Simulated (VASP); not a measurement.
# Li4GeN2 (Imm2) in VASP: notebook, part 2 of 2

VASP 6.6.1. The steps go on from the part before.

### Step 4. Equation of state, PBE, 12.21 Å³/atom (volume scaled by 1.03)

INCAR reads:

```
SYSTEM = Li4GeN2
PREC = Accurate
ENCUT = 520
EDIFF = 1E-6
ISMEAR = 0
SIGMA = 0.1
LREAL = .FALSE.
LASPH = .TRUE.
NELM = 100
ALGO = Normal
ISIF = 4
LWAVE = .FALSE.
LCHARG = .FALSE.
GGA = PE
IBRION = 2
NSW = 30
EDIFFG = -0.02
KPAR = 8
```

KPOINTS reads:

```
Automatic mesh
0
G
  10 10 10
  0 0 0
```

POSCAR reads:

```
Li4GeN2
1.0
   -1.7097432684      5.0506594581      2.4744912808
    1.7097432684     -5.0506594581      2.4744912808
    1.7097432684      5.0506594581     -2.4744912808
Li Ge N
4 1 2
Direct
    0.3737690000      0.7324740000      0.6412950000
    0.9638400000      0.2646140000      0.6992260000
    0.0911790000      0.7324740000      0.3587050000
    0.5653880000      0.2646140000      0.3007740000
    0.8000880000      0.8000880000      0.0000000000
    0.1508830000      0.9908720000      0.1600110000
    0.8308620000      0.9908720000      0.8399890000
```

Command:

```sh
cat potpaw_PBE.64/Li_sv/POTCAR potpaw_PBE.64/Ge_d/POTCAR potpaw_PBE.64/N/POTCAR > POTCAR
mpirun -np 8 vasp_std > vasp.out
```

Run time: 5.1 min. Hardware: 8 MPI ranks of Intel Xeon Platinum 8488C (Sapphire Rapids), shared host; peak memory 0.57 GiB.

The run converged, but some of its settings lie outside the range that counts as converged, so its numbers aren't taken as properties of the crystal.

What came out:

```
Free energy            : -31.3904 eV
Largest force          : 0.017 eV/Å
Band gap on the k mesh : none (metal or under the smearing width)
```

Caveat: the cutoff is under 1.25 times the usual one of these potentials, so pressure, stress and relaxed cells hold a basis-set (Pulay) error.

### Step 5. Equation of state, PBE, 11.14 Å³/atom (volume scaled by 0.94)

INCAR is that of step 4.

KPOINTS is that of step 4.

POSCAR: that of step 4 with these lines changed.

```diff
@@ -2,5 +2,5 @@
 1.0
-   -1.7097432684      5.0506594581      2.4744912808
-    1.7097432684     -5.0506594581      2.4744912808
-    1.7097432684      5.0506594581     -2.4744912808
+   -1.6584196903      4.8990472717      2.4002112712
+    1.6584196903     -4.8990472717      2.4002112712
+    1.6584196903      4.8990472717     -2.4002112712
 Li Ge N
```

Command:

```sh
cat potpaw_PBE.64/Li_sv/POTCAR potpaw_PBE.64/Ge_d/POTCAR potpaw_PBE.64/N/POTCAR > POTCAR
mpirun -np 8 vasp_std > vasp.out
```

It took 8.8 min on 8 MPI ranks of Intel Xeon Platinum 8488C (Sapphire Rapids), shared host; peak memory 0.51 GiB.

These settings aren't checked as converged: the numbers below hold their error.

What came out:

- Free energy: -31.3493 eV
- Largest force: 0.015 eV/Å
- Band gap on the k mesh: none (metal or under the smearing width)

Caveat: the cutoff is under 1.25 times the usual one of these potentials, so pressure, stress and relaxed cells hold a basis-set (Pulay) error.

### Step 6. Equation of state, PBE, 12.57 Å³/atom (volume scaled by 1.06)

INCAR is that of step 5.

KPOINTS is that of step 5.

POSCAR: that of step 5 with these lines changed.

```diff
@@ -2,5 +2,5 @@
 1.0
-   -1.6584196903      4.8990472717      2.4002112712
-    1.6584196903     -4.8990472717      2.4002112712
-    1.6584196903      4.8990472717     -2.4002112712
+   -1.7261841161      5.0992264707      2.4982859259
+    1.7261841161     -5.0992264707      2.4982859259
+    1.7261841161      5.0992264707     -2.4982859259
 Li Ge N
```

Potentials or basis: VASP PAW PBE potentials, release 64 (Li_sv, Ge_d, N).

Command:

```sh
cat potpaw_PBE.64/Li_sv/POTCAR potpaw_PBE.64/Ge_d/POTCAR potpaw_PBE.64/N/POTCAR > POTCAR
mpirun -np 8 vasp_std > vasp.out
```

Wall time 12 min (8 MPI ranks of Intel Xeon Platinum 8488C (Sapphire Rapids), shared host); peak memory 0.59 GiB.

These settings aren't checked as converged: the numbers below hold their error.

What came out:

| Item | Value |
| --- | --- |
| Free energy | -31.3686 eV |
| Largest force | 0.020 eV/Å |
| Band gap on the k mesh | none (metal or under the smearing width) |

Caveat: the cutoff is under 1.25 times the usual one of these potentials, so pressure, stress and relaxed cells hold a basis-set (Pulay) error.

### Step 7. Equation of state, PBE, 10.79 Å³/atom (volume scaled by 0.91)

INCAR is that of step 6.

KPOINTS is that of step 6.

POSCAR: that of step 6 with these lines changed.

```diff
@@ -2,5 +2,5 @@
 1.0
-   -1.7261841161      5.0992264707      2.4982859259
-    1.7261841161     -5.0992264707      2.4982859259
-    1.7261841161      5.0992264707     -2.4982859259
+   -1.6405858384      4.8463652611      2.3744005474
+    1.6405858384     -4.8463652611      2.3744005474
+    1.6405858384      4.8463652611     -2.3744005474
 Li Ge N
```

Command:

```sh
cat potpaw_PBE.64/Li_sv/POTCAR potpaw_PBE.64/Ge_d/POTCAR potpaw_PBE.64/N/POTCAR > POTCAR
mpirun -np 8 vasp_std > vasp.out
```

It took 11 min on 8 MPI ranks of Intel Xeon Platinum 8488C (Sapphire Rapids), shared host; peak memory 0.5 GiB.

The run converged, but some of its settings lie outside the range that counts as converged, so its numbers aren't taken as properties of the crystal.

What came out:

| Property | Result |
| --- | --- |
| Free energy | -31.2885 eV |
| Largest force | 0.009 eV/Å |
| Band gap on the k mesh | none (metal or under the smearing width) |

Caveat: the cutoff is under 1.25 times the usual one of these potentials, so pressure, stress and relaxed cells hold a basis-set (Pulay) error.

### Step 8. Equation of state, PBE, 12.92 Å³/atom (volume scaled by 1.09)

INCAR is that of step 7.

KPOINTS is that of step 7.

POSCAR: that of step 7 with these lines changed.

```diff
@@ -2,5 +2,5 @@
 1.0
-   -1.6405858384      4.8463652611      2.3744005474
-    1.6405858384     -4.8463652611      2.3744005474
-    1.6405858384      4.8463652611     -2.3744005474
+   -1.7423176131      5.1468855553      2.5216357459
+    1.7423176131     -5.1468855553      2.5216357459
+    1.7423176131      5.1468855553     -2.5216357459
 Li Ge N
```

Command:

```sh
cat potpaw_PBE.64/Li_sv/POTCAR potpaw_PBE.64/Ge_d/POTCAR potpaw_PBE.64/N/POTCAR > POTCAR
mpirun -np 8 vasp_std > vasp.out
```

Wall time 16 min (8 MPI ranks of Intel Xeon Platinum 8488C (Sapphire Rapids), shared host); peak memory 0.6 GiB.

These settings aren't checked as converged: the numbers below hold their error.

What came out:

```yaml
Free_energy: -31.3330 eV
Largest_force: 0.015 eV/Å
Band_gap_on_the_k_mesh: none (metal or under the smearing width)
```

Caveat: the cutoff is under 1.25 times the usual one of these potentials, so pressure, stress and relaxed cells hold a basis-set (Pulay) error.
